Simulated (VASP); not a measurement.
# GaN: what moves the LDA gap besides the functional, part 2 of 2

How far does the LDA gap of GaN depend on cutoff, mesh and cell? The starting structure is a measured crystal structure from the Crystallography Open Database. The atoms were first relaxed with LDA in that cell, in a run that isn't shown, and the relaxed structure is the one below.

VASP 6.6.1.

Results so far: reference 1.867 eV; cell and atoms relaxed by LDA 2.104 eV; no band path 1.867 eV.

### Step 5. Bands with a cutoff of 640 eV

Level of this step: LDA; plane waves and PAW (Ga_d, N) (VASP).

Against step 2 the input has ENCUT = 640.

File INCAR:

```
SYSTEM = GaN
PREC = Accurate
ENCUT = 640
EDIFF = 1E-06
NELM = 100
ISMEAR = 0
SIGMA = 0.03
LREAL = .FALSE.
ALGO = Normal
GGA = CA
NBANDS = 32
LORBIT = 11
LWAVE = .FALSE.
LCHARG = .FALSE.
KPAR = 8
LASPH = .TRUE.
```

File POSCAR:

```
GaN
1.0
    3.1972000000      0.0000000000      0.0000000000
   -1.5986000000      2.7688564210      0.0000000000
    0.0000000000      0.0000000000      5.2070000000
Ga N
2 2
Direct
    0.3333333333      0.6666666667      0.0916875968
    0.6666666667      0.3333333333      0.5916875968
    0.3333333333      0.6666666667      0.4683124032
    0.6666666667      0.3333333333      0.9683124032
```

File KPOINTS:

```
Automatic mesh
0
Gamma
8 8 4
0 0 0
```

File KPOINTS_OPT:

```
Line mode
10
Line-mode
Reciprocal
  0.00000000   0.00000000   0.00000000 GAMMA
  0.50000000   0.00000000   0.00000000 M

  0.50000000   0.00000000   0.00000000 M
  0.33333333   0.33333333   0.00000000 K

  0.33333333   0.33333333   0.00000000 K
  0.00000000   0.00000000   0.00000000 GAMMA

  0.00000000   0.00000000   0.00000000 GAMMA
  0.00000000   0.00000000   0.50000000 A

  0.00000000   0.00000000   0.50000000 A
  0.50000000   0.00000000   0.50000000 L

  0.50000000   0.00000000   0.50000000 L
  0.33333333   0.33333333   0.50000000 H

  0.33333333   0.33333333   0.50000000 H
  0.00000000   0.00000000   0.50000000 A

  0.50000000   0.00000000   0.50000000 L
  0.50000000   0.00000000   0.00000000 M

  0.33333333   0.33333333   0.00000000 K
  0.33333333   0.33333333   0.50000000 H
```

Potentials, in the order of the species: Ga_d and N (LDA family, release 64).

Command:

```console
mpirun -np 8 vasp_std
```

What it wrote:

```text
[... set-up lines as in an earlier step ...]
 entering main loop
       N       E                     dE             d eps       ncg     rms          rms(c)
DAV:   1     0.316051804019E+03    0.31605E+03   -0.18848E+04  2408   0.235E+03
DAV:   2     0.128624761823E+02   -0.30319E+03   -0.27608E+03  1944   0.531E+02
DAV:   3    -0.304774180205E+02   -0.43340E+02   -0.42524E+02  2272   0.136E+02
DAV:   4    -0.318636130487E+02   -0.13862E+01   -0.13845E+01  2208   0.264E+01
[...]
DAV:  15    -0.278768804526E+02    0.36235E-05   -0.62697E-06  2208   0.172E-02    0.331E-02
DAV:  16    -0.278768791507E+02    0.13019E-05   -0.10157E-06  1184   0.618E-03    0.224E-02
DAV:  17    -0.278768782689E+02    0.88178E-06   -0.18745E-06  1656   0.755E-03
   1 F= -.27876878E+02 E0= -.27876878E+02  d E =-.882466E-25
 Start KPOINTS_OPT (optional k-point list driver)
k-point batch [1-30\90]
       N       E                     dE             ncg
DAV:   1     0.493431974972E+04   -0.27862E+05     2400
DAV:   2    -0.406556209340E+04   -0.89999E+04     1944
DAV:   3    -0.536119478249E+04   -0.12956E+04     2264
DAV:   4    -0.540249279199E+04   -0.41298E+02     2144
DAV:   5    -0.540305327270E+04   -0.56048E+00     2464
DAV:   6    -0.540307362278E+04   -0.20350E-01     2448
DAV:   7    -0.540307435081E+04   -0.72803E-03     2680
DAV:   8    -0.540307436327E+04   -0.12462E-04     1824
DAV:   9    -0.540307436373E+04   -0.46206E-06     1600
[...]
k-point batch [61-90\90]
       N       E                     dE             ncg
DAV:   1     0.484722939821E+04   -0.37740E+05     2408
DAV:   2    -0.414438239300E+04   -0.89916E+04     1928
DAV:   3    -0.544357371317E+04   -0.12992E+04     2256
DAV:   4    -0.548558800831E+04   -0.42014E+02     2208
DAV:   5    -0.548613626031E+04   -0.54825E+00     2304
DAV:   6    -0.548615525410E+04   -0.18994E-01     2536
DAV:   7    -0.548615606675E+04   -0.81265E-03     2640
DAV:   8    -0.548615607033E+04   -0.35821E-05     1920
DAV:   9    -0.548615607050E+04   -0.16889E-06     1480
```

It took 18 s on 8 MPI ranks of Intel Xeon Platinum 8488C (Sapphire Rapids), shared host; peak memory 1.9 GiB.

Parts of OUTCAR (step 5):

```text
  Total       -2.0249615     -2.0249615     -1.9469166      0.0000000      0.0000000      0.0000000
  in kB      -70.3832844    -70.3832844    -67.6706145      0.0000000      0.0000000      0.0000000
  external PRESSURE =     -69.4790611 kB  Pullay stress =       0.0000000 kB

 POSITION                                       TOTAL-FORCE (eV/Angst)
 -----------------------------------------------------------------------------------
     -0.00000      1.84590      0.47742         0.000000      0.000000     -0.003497
      1.59860      0.92295      3.08092        -0.000000      0.000000     -0.003497
     -0.00000      1.84590      2.43850         0.000000     -0.000000      0.003497
      1.59860      0.92295      5.04200        -0.000000      0.000000      0.003497
 -----------------------------------------------------------------------------------
    total drift:                               -0.000000     -0.000000     -0.000475

  FREE ENERGIE OF THE ION-ELECTRON SYSTEM (eV)
  ---------------------------------------------------
  free  energy   TOTEN  =       -27.8768782689 eV

  energy  without entropy=      -27.8768782689  energy(sigma->0) =      -27.87687827

[... 1 part as in an earlier step ...]

[... 2 further parts left out ...]
[key lines of the parts left out:]
E-fermi :   5.1798
```

With a cutoff of 640 eV the gap is 1.867 eV, +0.000 eV from the reference.

### Step 6. Bands with a 10×10×6 mesh

Against step 2 the input has a 10×10×6 mesh.

Edit INCAR of step 5 so:

```diff
@@ -2,3 +2,3 @@
 PREC = Accurate
-ENCUT = 640
+ENCUT = 460
 EDIFF = 1E-06
```

POSCAR is that of step 5.

File KPOINTS:

```
Automatic mesh
0
Gamma
10 10 6
0 0 0
```

KPOINTS_OPT is that of step 5.

Command:

```console
mpirun -np 8 vasp_std
```

What it wrote:

```text
[... set-up lines as in an earlier step ...]
 entering main loop
       N       E                     dE             d eps       ncg     rms          rms(c)
DAV:   1     0.278712266999E+03    0.27871E+03   -0.15256E+04  4448   0.193E+03
DAV:   2     0.695734719781E+01   -0.27175E+03   -0.24904E+03  3632   0.469E+02
DAV:   3    -0.307962770121E+02   -0.37754E+02   -0.37190E+02  4184   0.121E+02
DAV:   4    -0.318628968995E+02   -0.10666E+01   -0.10656E+01  4168   0.227E+01
[...]
DAV:  15    -0.278781675793E+02   -0.12491E-05   -0.13399E-05  5456   0.443E-02    0.590E-02
DAV:  16    -0.278781639582E+02    0.36211E-05   -0.14616E-06  2856   0.144E-02    0.288E-02
DAV:  17    -0.278781632528E+02    0.70542E-06   -0.11467E-06  2464   0.601E-03
   1 F= -.27878163E+02 E0= -.27878163E+02  d E =-.980522E-11
 Start KPOINTS_OPT (optional k-point list driver)
k-point batch [1-56\90]
       N       E                     dE             ncg
DAV:   1     0.726478535175E+04   -0.38435E+05     4392
DAV:   2    -0.779410239904E+04   -0.15059E+05     3608
DAV:   3    -0.986884470408E+04   -0.20747E+04     4288
DAV:   4    -0.992987390808E+04   -0.61029E+02     3936
DAV:   5    -0.993069101628E+04   -0.81711E+00     4384
DAV:   6    -0.993072246509E+04   -0.31449E-01     4824
DAV:   7    -0.993072324822E+04   -0.78313E-03     4680
DAV:   8    -0.993072325704E+04   -0.88189E-05     3336
DAV:   9    -0.993072325743E+04   -0.39025E-06     2856
k-point batch [57-90\90]
       N       E                     dE             ncg
DAV:   1     0.227319959043E+05   -0.38880E+05     2664
DAV:   2     0.134124098039E+05   -0.93196E+04     2232
DAV:   3     0.121234792039E+05   -0.12889E+04     2568
DAV:   4     0.120859499596E+05   -0.37529E+02     2496
DAV:   5     0.120854509327E+05   -0.49903E+00     2608
DAV:   6     0.120854313602E+05   -0.19573E-01     3056
DAV:   7     0.120854309146E+05   -0.44557E-03     2808
DAV:   8     0.120854309098E+05   -0.48015E-05     2048
DAV:   9     0.120854309096E+05   -0.21759E-06     1640
```

Wall time 11 s (8 MPI ranks); peak memory 1.8 GiB; 82 s of CPU time.

Parts of OUTCAR (step 6):

```text
  Total       -2.1685542     -2.1685542     -2.0821755      0.0000000      0.0000000      0.0000000
  in kB      -75.3742589    -75.3742589    -72.3719193      0.0000000      0.0000000      0.0000000
  external PRESSURE =     -74.3734790 kB  Pullay stress =       0.0000000 kB

 POSITION                                       TOTAL-FORCE (eV/Angst)
 -----------------------------------------------------------------------------------
     -0.00000      1.84590      0.47742         0.000000     -0.000000     -0.003347
      1.59860      0.92295      3.08092        -0.000000      0.000000     -0.003347
     -0.00000      1.84590      2.43850        -0.000000      0.000000      0.003347
      1.59860      0.92295      5.04200         0.000000     -0.000000      0.003347
 -----------------------------------------------------------------------------------
    total drift:                               -0.000000      0.000000      0.001245

  FREE ENERGIE OF THE ION-ELECTRON SYSTEM (eV)
  ---------------------------------------------------
  free  energy   TOTEN  =       -27.8781632528 eV

  energy  without entropy=      -27.8781632528  energy(sigma->0) =      -27.87816325

[... 1 part as in an earlier step ...]

[... 2 further parts left out ...]
[key lines of the parts left out:]
E-fermi :   5.0877
```

With a 10×10×6 mesh the gap is 1.867 eV, +0.000 eV from the reference.

### Step 7. The runs compared

```csv
run,gap (eV),change (eV),core minutes
reference,1.867,-,1.25
cell and atoms relaxed by LDA,2.104,0.237,1.15
no band path,1.867,0.0,0.587
a cutoff of 640 eV,1.867,0.0,2.37
a 10×10×6 mesh,1.867,0.0,1.47
```

Core minutes are wall time times ranks of the run shown, on a shared host.

### Step 8. What came out

```
reference gap                          : 1.867 eV
gap with cell and atoms relaxed by LDA : 2.104 eV
gap with no band path                  : 1.867 eV
gap with a cutoff of 640 eV            : 1.867 eV
gap with a 10×10×6 mesh                : 1.867 eV
```

What this shows: Among the runs that read a gap along the path, the one with cell and atoms relaxed by LDA moves it most, by +0.237 eV. On finer settings it changes by +0.000 eV with a cutoff of 640 eV and +0.000 eV with a 10×10×6 mesh. The functional's own error isn't tested here. Further runs on this material are not shown.

[Lines on the potential files, build, host, timing and source positions are cut from VASP's logs without a mark.]

[Logs are printed without paths, hosts, clocks, repeated set-up lines and the standing remarks that a program may print on its own settings, such as how far it seeks lower states.]

[Hosts, paths, dates, database ids (printed as entryN), source tags and the programs' standing remarks are cut or masked in the printed files.]
